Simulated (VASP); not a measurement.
Calculation: SCAN meta-GGA, VASP's PBE PAW potentials (set 64) (plane waves; VASP).

Input for VASP

**INCAR**
```
ALGO = Normal
EDIFF = 1E-7
ENCUT = 520
ISIF = 2
ISMEAR = 1
LASPH = .TRUE.
LCHARG = .FALSE.
LMAXMIX = 4
LMIXTAU = .TRUE.
LREAL = .FALSE.
LWAVE = .FALSE.
METAGGA = SCAN
NELM = 100
PREC = Accurate
SIGMA = 0.1
SYSTEM = Rh
```

### POSCAR
```
Rh
1
    0.0000000000     1.8731193591     1.8731193591
    1.8731193591     0.0000000000     1.8731193591
    1.8731193591     1.8731193591     0.0000000000
Rh
1
Direct
  0.0000000000   1.0000000000   0.0000000000
```

KPOINTS:
```
Automatic
0
Gamma
16 16 16
0 0 0
```

POTCAR, in this order: Rh_pv (PBE.64 set). Program: vasp_std.

What VASP printed:

### OSZICAR
```
       N       E                     dE             d eps       ncg     rms          rms(c)
DAV:   1     0.890912939179E+02    0.89091E+02   -0.95927E+03  3190   0.150E+03
DAV:   2    -0.369560605295E+02   -0.12605E+03   -0.12073E+03  3274   0.402E+02
DAV:   3    -0.385149988303E+02   -0.15589E+01   -0.15521E+01  3700   0.514E+01
DAV:   4    -0.385240666515E+02   -0.90678E-02   -0.90665E-02  3513   0.402E+00
DAV:   5    -0.385242078102E+02   -0.14116E-03   -0.14116E-03  3671   0.468E-01    0.145E+01
DAV:   6    -0.335370291340E+02    0.49872E+01   -0.61849E+00  3331   0.382E+01    0.292E+00
DAV:   7    -0.337732707002E+02   -0.23624E+00   -0.68685E-01  3226   0.131E+01    0.323E+00
DAV:   8    -0.337354299692E+02    0.37841E-01   -0.95197E-02  3412   0.470E+00    0.583E-01
DAV:   9    -0.337474906495E+02   -0.12061E-01   -0.53344E-02  3394   0.321E+00    0.559E-01
DAV:  10    -0.337408676462E+02    0.66230E-02   -0.82381E-03  3373   0.134E+00    0.316E-01
DAV:  11    -0.337428140969E+02   -0.19465E-02   -0.44181E-03  3439   0.105E+00    0.649E-02
DAV:  12    -0.337428790927E+02   -0.64996E-04   -0.17316E-04  3346   0.178E-01    0.589E-02
DAV:  13    -0.337429438213E+02   -0.64729E-04   -0.17941E-04  3298   0.211E-01    0.935E-03
DAV:  14    -0.337429424228E+02    0.13984E-05   -0.17382E-05  3331   0.641E-02    0.419E-03
DAV:  15    -0.337429474297E+02   -0.50068E-05   -0.91304E-07  3775   0.128E-02    0.285E-03
DAV:  16    -0.337429516833E+02   -0.42536E-05   -0.61588E-07  3466   0.977E-03    0.133E-03
DAV:  17    -0.337429535447E+02   -0.18614E-05   -0.18811E-07  3187   0.582E-03    0.164E-04
DAV:  18    -0.337429540387E+02   -0.49396E-06   -0.87058E-09  1703   0.127E-03    0.867E-05
DAV:  19    -0.337429539423E+02    0.96364E-07   -0.17289E-09  1679   0.657E-04
   1 F= -.33742954E+02 E0= -.33742714E+02  d E =-.718974E-03
```

### OUTCAR
```
------------------------ aborting loop because EDIFF is reached ----------------------------------------
  FORCE on cell =-STRESS in cart. coord.  units (eV):
  Direction    XX          YY          ZZ          XY          YZ          ZX
  --------------------------------------------------------------------------------------
  Total        0.8086161      0.8086161      0.8086161     -0.0000000     -0.0000000      0.0000000
  in kB       98.5658845     98.5658845     98.5658845     -0.0000000     -0.0000000      0.0000000
  external PRESSURE =      98.5658845 kB  Pullay stress =       0.0000000 kB
  volume of cell :       13.14
      direct lattice vectors                 reciprocal lattice vectors
     0.000000000  1.873119359  1.873119359    -0.266934404  0.266934404  0.266934404
     1.873119359  0.000000000  1.873119359     0.266934404 -0.266934404  0.266934404
     1.873119359  1.873119359  0.000000000     0.266934404  0.266934404 -0.266934404
 POSITION                                       TOTAL-FORCE (eV/Angst)
 -----------------------------------------------------------------------------------
      0.00000      0.00000      0.00000         0.000000     -0.000000      0.000000
 -----------------------------------------------------------------------------------
    total drift:                               -0.000000     -0.000000     -0.000000
  FREE ENERGIE OF THE ION-ELECTRON SYSTEM (eV)
  ---------------------------------------------------
  free  energy   TOTEN  =       -33.7429539423 eV

  energy  without entropy=      -33.7422349687  energy(sigma->0) =      -33.74271428
```
(Selected blocks of OUTCAR.)

OUTCAR:
```
 val. band max:       12.4685087762   @ k =   0.5000   0.3125   0.1250

 cond. band min:      12.4904734838   @ k =   0.4375   0.1250   0.0625


 Fermi energy:        12.4879255526

 k-point     1 :       0.0000    0.0000    0.0000
  band No.  band energies     occupation
      1     -35.4864      2.00000
      2     -35.4863      2.00000
      3     -35.4863      2.00000
      4       3.7788      2.00000
      5       9.0848      2.00000
      6       9.0849      2.00000
      7       9.0849      2.00000
      8      11.3663      2.00000
      9      11.3664      2.00000
     10      29.1234      0.00000
     11      33.4582      0.00000

 k-point     2 :       0.0625    0.0000    0.0000
  band No.  band energies     occupation
      1     -35.5227      2.00000
      2     -35.4913      2.00000
      3     -35.4912      2.00000
      4       3.9512      2.00000
      5       9.0046      2.00000
      6       9.1535      2.00000
      7       9.1536      2.00000
      8      11.3274      2.00000
      9      11.3274      2.00000
     10      29.3838      0.00000
     11      33.4587      0.00000

 k-point     3 :       0.1250    0.0000    0.0000
  band No.  band energies     occupation
      1     -35.6255      2.00000
      2     -35.5050      2.00000
      3     -35.5049      2.00000
      4       4.4369      2.00000
      5       8.8159      2.00000
      6       9.3240      2.00000
      7       9.3241      2.00000
      8      11.2545      2.00000
      9      11.2546      2.00000
     10      30.0626      0.00000
     11      32.5207      0.00000

 k-point     4 :       0.1875    0.0000    0.0000
  band No.  band energies     occupation
      1     -35.7775      2.00000
      2     -35.5254      2.00000
      3     -35.5253      2.00000
      4       5.1138      2.00000
      5       8.6872      2.00000
      6       9.4772      2.00000
      7       9.4774      2.00000
      8      11.2841      2.00000
      9      11.2842      2.00000
...
```

The compound is Rh in the fcc structure. This cell is one point of a volume scan, at 0.97 of the reference volume.
